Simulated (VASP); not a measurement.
Method: r2SCAN meta-GGA, VASP's PBE PAW potentials (set 64) (plane waves; VASP 6.6.1).

Input for VASP

**KPOINTS**
```
Regular mesh
0
Gamma
 6 6 3
```

File POSCAR:
```
Ge
1
    3.9936302420     0.0000000097     0.0000000000
   -1.9968146043     3.4585855831     0.0000000000
   -0.0000000000     0.0000000000     6.5884789236
Ge
4
Direct
  0.3333330000   0.6666670000   0.0627970687
  0.6666670000   0.3333330000   0.5627970687
  0.6666670000   0.3333330000   0.9372029313
  0.3333330000   0.6666670000   0.4372029313
```

INCAR:
```
ALGO = Normal
EDIFF = 1E-6
EDIFFG = -0.02
ENCUT = 400
IBRION = 2
ISIF = 3
ISMEAR = 0
LASPH = .TRUE.
LCHARG = .FALSE.
LMAXMIX = 4
LMIXTAU = .TRUE.
LREAL = .FALSE.
LWAVE = .FALSE.
METAGGA = R2SCAN
NELM = 100
NSW = 60
PREC = Accurate
SIGMA = 0.05
SYSTEM = Ge
```

POTCAR, in this order: Ge_d (PBE.64 set). Program: vasp_std.

What VASP printed:

### OSZICAR
```
       N       E                     dE             d eps       ncg     rms          rms(c)
DAV:   1     0.425156359303E+03    0.42516E+03   -0.26303E+04  1028   0.420E+03
DAV:   2     0.163147555152E+02   -0.40884E+03   -0.40265E+03   924   0.782E+02
DAV:   3    -0.573547378122E+02   -0.73669E+02   -0.73338E+02  1088   0.206E+02
DAV:   4    -0.606854891588E+02   -0.33308E+01   -0.33270E+01  1029   0.534E+01
DAV:   5    -0.607555997711E+02   -0.70111E-01   -0.70096E-01  1133   0.854E+00    0.477E+00
DAV:   6    -0.578098205629E+02    0.29458E+01   -0.61112E-01   965   0.111E+01    0.265E+00
DAV:   7    -0.524259247729E+02    0.53839E+01   -0.87624E-01   956   0.704E+00    0.815E-01
DAV:   8    -0.541487148818E+02   -0.17228E+01   -0.33995E-01   945   0.375E+00    0.536E-01
DAV:   9    -0.550157582997E+02   -0.86704E+00   -0.26898E-01   995   0.258E+00    0.280E-01
DAV:  10    -0.553509340531E+02   -0.33518E+00   -0.17576E-01   965   0.278E+00    0.185E-01
DAV:  11    -0.553531173973E+02   -0.21833E-02   -0.47684E-03  1059   0.500E-01    0.189E-01
DAV:  12    -0.553610269642E+02   -0.79096E-02   -0.22217E-03   949   0.275E-01    0.181E-01
DAV:  13    -0.553545950291E+02    0.64319E-02   -0.12150E-02   931   0.727E-01    0.115E-01
DAV:  14    -0.553543394653E+02    0.25556E-03   -0.10014E-03  1102   0.346E-01    0.991E-02
DAV:  15    -0.553525668759E+02    0.17726E-02   -0.11612E-03   954   0.199E-01    0.662E-02
DAV:  16    -0.553538020826E+02   -0.12352E-02   -0.17311E-04   994   0.162E-01    0.491E-02
DAV:  17    -0.553542977659E+02   -0.49568E-03   -0.12586E-04   952   0.651E-02    0.336E-02
DAV:  18    -0.553560807349E+02   -0.17830E-02   -0.42527E-04   946   0.126E-01    0.324E-02
DAV:  19    -0.553561881044E+02   -0.10737E-03   -0.35899E-05   785   0.353E-02    0.271E-02
DAV:  20    -0.553562149570E+02   -0.26853E-04   -0.86194E-06   832   0.333E-02    0.167E-02
DAV:  21    -0.553562247706E+02   -0.98136E-05   -0.62099E-06   722   0.183E-02    0.136E-02
DAV:  22    -0.553562345622E+02   -0.97915E-05   -0.30732E-06   750   0.159E-02    0.940E-03
DAV:  23    -0.553562363239E+02   -0.17617E-05   -0.44548E-07   540   0.532E-03    0.693E-03
DAV:  24    -0.553562368454E+02   -0.52151E-06   -0.13451E-07   495   0.359E-03
   1 F= -.55356237E+02 E0= -.55356008E+02  d E =-.553562E+02
       N       E                     dE             d eps       ncg     rms          rms(c)
DAV:   1    -0.553611649015E+02   -0.49286E-02   -0.85142E-02  1189   0.437E+00    0.434E-01
DAV:   2    -0.553575793932E+02    0.35855E-02   -0.88571E-03  1134   0.138E+00    0.226E-01
DAV:   3    -0.553560224518E+02    0.15569E-02   -0.31141E-03  1183   0.748E-01    0.489E-02
DAV:   4    -0.553562040924E+02   -0.18164E-03   -0.70592E-04   933   0.288E-01    0.273E-02
DAV:   5    -0.553561595212E+02    0.44571E-04   -0.10994E-04   951   0.846E-02    0.112E-02
DAV:   6    -0.553562306879E+02   -0.71167E-04   -0.37345E-05   927   0.440E-02    0.530E-03
DAV:   7    -0.553562046488E+02    0.26039E-04   -0.84084E-06   702   0.256E-02    0.720E-04
DAV:   8    -0.553562228822E+02   -0.18233E-04   -0.25873E-06   721   0.152E-02    0.309E-04
DAV:   9    -0.553562211669E+02    0.17153E-05   -0.16965E-07   563   0.287E-03    0.155E-04
DAV:  10    -0.553562206205E+02    0.54637E-06   -0.50279E-08   492   0.181E-03
   2 F= -.55356221E+02 E0= -.55355986E+02  d E =0.162249E-04
       N       E                     dE             d eps       ncg     rms          rms(c)
DAV:   1    -0.553577931014E+02   -0.15719E-02   -0.25582E-02  1190   0.241E+00    0.236E-01
DAV:   2    -0.553567040849E+02    0.10890E-02   -0.26348E-03  1125   0.752E-01    0.123E-01
DAV:   3    -0.553562268094E+02    0.47728E-03   -0.93771E-04  1182   0.410E-01    0.267E-02
DAV:   4    -0.553562654430E+02   -0.38634E-04   -0.20792E-04   934   0.157E-01    0.152E-02
DAV:   5    -0.553562863286E+02   -0.20886E-04   -0.31219E-05   950   0.463E-02    0.616E-03
DAV:   6    -0.553562853252E+02    0.10033E-05   -0.11317E-05   701   0.245E-02    0.286E-03
DAV:   7    -0.553563007936E+02   -0.15468E-04   -0.25009E-06   702   0.142E-02    0.435E-04
DAV:   8    -0.553562945118E+02    0.62818E-05   -0.71624E-07   586   0.745E-03    0.156E-04
DAV:   9    -0.553562957065E+02   -0.11947E-05   -0.80462E-08   465   0.284E-03    0.111E-04
DAV:  10    -0.553562958968E+02   -0.19030E-06   -0.12311E-08   464   0.112E-03
   3 F= -.55356296E+02 E0= -.55356065E+02  d E =-.590514E-04
```

File OUTCAR:
```
------------------------ aborting loop because EDIFF is reached ----------------------------------------
  FORCE on cell =-STRESS in cart. coord.  units (eV):
  Direction    XX          YY          ZZ          XY          YZ          ZX
  --------------------------------------------------------------------------------------
  Total        0.0195376      0.0195376      0.0036347      0.0000000      0.0000000      0.0000000
  in kB        0.3444319      0.3444320      0.0640774      0.0000001      0.0000000      0.0000000
  external PRESSURE =       0.2509804 kB  Pullay stress =       0.0000000 kB
  volume of cell :       90.88
      direct lattice vectors                 reciprocal lattice vectors
     3.992454219  0.000000010 -0.000000000     0.250472502  0.144610315  0.000000000
    -1.996226593  3.457567117 -0.000000000    -0.000000001  0.289220705  0.000000000
     0.000000000 -0.000000000  6.583682432     0.000000000  0.000000000  0.151890680
 POSITION                                       TOTAL-FORCE (eV/Angst)
 -----------------------------------------------------------------------------------
     -0.00000      2.30505      0.41379        -0.000000     -0.000000      0.003905
      1.99623      1.15252      3.70563        -0.000000      0.000000      0.003905
      1.99623      1.15252      6.16989         0.000000     -0.000000     -0.003905
     -0.00000      2.30505      2.87805        -0.000000     -0.000000     -0.003905
 -----------------------------------------------------------------------------------
    total drift:                               -0.000431      0.000034     -0.000000
  FREE ENERGIE OF THE ION-ELECTRON SYSTEM (eV)
  ---------------------------------------------------
  free  energy   TOTEN  =       -55.3562958968 eV

  energy  without entropy=      -55.3558332516  energy(sigma->0) =      -55.35606457

 reached required accuracy - stopping structural energy minimisation
```
(Selected blocks of OUTCAR.)

File CONTCAR:
```
Ge
   1.00000000000000
     3.9924542187883034    0.0000000095185936   -0.0000000000000000
    -1.9962265930009353    3.4575671169091025   -0.0000000000000000
     0.0000000000000000   -0.0000000000000000    6.5836824322891738
  Ge
     4
Direct
     0.3333330000000032    0.6666669999999968    0.0628512138544253
     0.6666669999999968    0.3333330000000032    0.5628512138544254
     0.6666669999999968    0.3333330000000032    0.9371487861455746
     0.3333330000000032    0.6666669999999968    0.4371487861455747
```

The structure was generated: Ge was put into the lonsdaleite type (P6_3/mmc), which need not be its known phase. This run relaxes it. Symmetry was kept, so distortions that lower it aren't found. The start is the result of an earlier pass.
